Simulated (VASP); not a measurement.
Data:

```xyz
12
Lattice="4.1000 0.0000 0.0000 0.0000 5.7983 0.0000 0.0000 0.0000 23.2479" Properties=species:S:1:pos:R:3 pbc="T T T"
Sc    -0.0604     2.6448     9.3613
Sc     0.0161     5.5410    12.2195
Sc     0.1049     2.6659    15.2054
Al     2.0488     1.2860     8.0816
Al     0.0698     5.5651     9.4650
Al     1.9933     4.1113     7.9844
Al     2.0793     4.1242    10.8291
Al    -0.0158     2.6579    12.4127
Al     2.0144     1.2185    10.9298
Al     2.0751     1.3106    13.7875
Al    -0.1020     5.4930    15.3031
Al     2.0765     4.1076    13.9081
```

Level of theory: PBE GGA, VASP's PBE PAW potentials (set 64) (plane waves; VASP). Numerical set-up: 300 eV cut-off, 7×5×1 Γ-centred mesh, Gaussian smearing of 0.10 eV, potentials Sc_sv Al.

The cell holds a wide vacuum, so values per volume refer to the whole cell.

Question: The ions are relaxed. Which structure does the run end with?

Answer: 
```xyz
12
Lattice="4.1000 0.0000 0.0000 0.0000 5.7983 0.0000 0.0000 0.0000 23.2479" Properties=species:S:1:pos:R:3 pbc="T T T"
Sc     0.0015     2.6731     9.4597
Sc     0.0044     5.5682    12.2933
Sc     0.0049     2.6647    15.2323
Al     2.0426     1.1832     8.0655
Al     4.0943     5.5700     9.2112
Al     2.0453     4.1601     8.0624
Al     2.0555     4.1323    10.8920
Al     0.0095     2.6708    12.3360
Al     2.0576     1.2144    10.8925
Al     2.0518     1.1909    13.8796
Al     4.0801     5.5627    15.2799
Al     2.0525     4.1355    13.8829
```

Question: How much energy does the relaxation gain?

Answer: The energy (σ→0) changes by -44.5 meV/atom, in 8 ionic steps.

The cell is a sheet with vacuum, built from a generated structure.
